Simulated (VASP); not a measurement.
These are r2SCAN meta-GGA, VASP's PBE PAW potentials (set 64) (plane waves; VASP) values and carry that method's errors.

VASP input:

INCAR:
```
! general
SYSTEM  = Rb(211) slab
PREC    = Normal
ENCUT   = 400
LREAL   = F   ! projection in real space or not
LASPH   = T   ! aspherical one-centre terms

! electronic loop
EDIFF   = 1E-6   ! SCF stop (eV)
NELM    = 100
NELMIN  = 4
ALGO    = Normal
LMAXMIX = 4
LMIXTAU = T

! smearing
ISMEAR  = 1   ! Methfessel-Paxton
SIGMA   = 0.1

! functional
METAGGA = R2SCAN

! output
LWAVE   = F
LCHARG  = F
LORBIT  = 11
LVHAR   = T

! other
LDIPOL  = T
IDIPOL  = 3
DIPOL   = 0.5 0.5 0.5
```

KPOINTS:
```
Automatic mesh
0
Gamma
6 4 1
0 0 0
```

POSCAR:
```
Rb(211) slab
1
    4.9823843961     0.0000000000     0.0000000000
    0.0000000000     8.1361992487     0.0000000000
    0.0000000000     0.0000000000    24.6687526497
Rb
4
Direct
  0.4507078626   0.7500000000   0.3665273013
  0.8929561166   0.2500000000   0.4419325807
  0.1070438834   0.7500000000   0.5580674193
  0.5492921374   0.2500000000   0.6334726987
```

POTCAR, in this order: Rb_sv (PBE.64 set). Program: vasp_std. Read from the step before: WAVECAR.

The run wrote:

OUTCAR:
```
 ion  position               nearest neighbor table
   1  0.451  0.750  0.367-   2 4.99   2 4.99   3 5.03   2 5.27   2 5.27   3 5.75
   2  0.893  0.250  0.442-   1 4.99   1 4.99   4 5.03   3 5.09   3 5.09   1 5.27   1 5.27   4 5.75
  LATTYP: Found a simple orthorhombic cell.
 ALAT       =     4.9823843961
 B/A-ratio  =     1.6329930816
 C/A-ratio  =     4.9511941851
 Subroutine PRICEL returns:
 Original cell was already a primitive cell.
 Subroutine GETGRP returns: Found  4 space group operations
The static configuration has the point symmetry S_2 .
 The point group associated with its full space group is C_2h.
The dynamic configuration has the point symmetry S_2 .
 Subroutine INISYM returns: Found  4 space group operations
 Subroutine IBZKPT returns following result:
 Found     12 irreducible k-points:

 Following reciprocal coordinates:
            Coordinates               Weight
  0.000000  0.000000  0.000000      1.000000
  0.166667  0.000000  0.000000      2.000000
  0.333333  0.000000  0.000000      2.000000
  0.500000  0.000000  0.000000      1.000000
  0.000000  0.250000  0.000000      2.000000
  0.166667  0.250000  0.000000      4.000000
  0.333333  0.250000  0.000000      4.000000
  0.500000  0.250000  0.000000      2.000000
  0.000000  0.500000  0.000000      1.000000
  0.166667  0.500000  0.000000      2.000000
  0.333333  0.500000  0.000000      2.000000
  0.500000  0.500000  0.000000      1.000000
   k-points           NKPTS =     12   k-points in BZ     NKDIM =     12   number of bands    NBANDS=     22
   number of dos      NEDOS =    301   number of ions     NIONS =      4
   total plane-waves  NPLWV = 120960
   dimension x,y,z NGX =    24 NGY =   40 NGZ =  126
   dimension x,y,z NGXF=    48 NGYF=   80 NGZF=  252
   ions per type =               4
   PREC   = normal    normal or accurate (medium, high low for compatibility)
   ISTART =      1    job   : 0-new  1-cont  2-samecut
   ICHARG =      0    charge: 1-file 2-atom 10-const
...
```

OSZICAR:
```
       N       E                     dE             d eps       ncg     rms          rms(c)
DAV:   1    -0.551306160132E+02   -0.55131E+02   -0.47842E-04   534   0.132E-01    0.202E-03
DAV:   2    -0.551306179025E+02   -0.18893E-05   -0.21330E-05   630   0.299E-02    0.184E-03
DAV:   3    -0.551306211610E+02   -0.32585E-05   -0.24084E-06   420   0.103E-02    0.133E-03
DAV:   4    -0.551306190045E+02    0.21564E-05   -0.48052E-06   372   0.121E-02    0.661E-04
DAV:   5    -0.551306207774E+02   -0.17728E-05   -0.16936E-06   336   0.942E-03    0.481E-04
DAV:   6    -0.551306209812E+02   -0.20383E-06   -0.24091E-06   336   0.119E-02
   1 F= -.55130621E+02 E0= -.55128148E+02  d E =-.742005E-02
```

**OUTCAR**
```
------------------------ aborting loop because EDIFF is reached ----------------------------------------
  FORCE on cell =-STRESS in cart. coord.  units (eV):
  Direction    XX          YY          ZZ          XY          YZ          ZX
  --------------------------------------------------------------------------------------
  Total       -0.2761198      0.1099709     -0.2088531      0.0000000      0.0000000     -0.0150773
  in kB       -0.4423868      0.1761905     -0.3346151      0.0000000      0.0000000     -0.0241562
  external PRESSURE =      -0.2002705 kB  Pullay stress =       0.0000000 kB
  volume of cell :     1000.01
      direct lattice vectors                 reciprocal lattice vectors
     4.982384396  0.000000000  0.000000000     0.200707115  0.000000000  0.000000000
     0.000000000  8.136199249  0.000000000     0.000000000  0.122907511  0.000000000
     0.000000000  0.000000000 24.668752650     0.000000000  0.000000000  0.040537112
 POSITION                                       TOTAL-FORCE (eV/Angst)
 -----------------------------------------------------------------------------------
      2.24560      6.10215      9.04177        -0.005022      0.000000      0.019636
      4.44905      2.03405     10.90193         0.016410      0.000000      0.026365
      0.53333      6.10215     13.76683        -0.016410      0.000000     -0.026365
      2.73678      2.03405     15.62698         0.005022      0.000000     -0.019636
 -----------------------------------------------------------------------------------
    total drift:                               -0.000000      0.000000      0.000000
  FREE ENERGIE OF THE ION-ELECTRON SYSTEM (eV)
  ---------------------------------------------------
  free  energy   TOTEN  =       -55.1306209812 eV

  energy  without entropy=      -55.1232009287  energy(sigma->0) =      -55.12814763

 total charge

# of ion       s       p       d       tot
------------------------------------------
    1        1.963   5.384   0.003   7.350
    2        1.960   5.388   0.004   7.352
    3        1.960   5.388   0.004   7.352
    4        1.963   5.384   0.003   7.350
--------------------------------------------------
tot          7.845  21.545   0.015  29.405
```
(Selected blocks of OUTCAR.)

The cell is a thin slab with vacuum, built from Rb (bcc): (211) face.
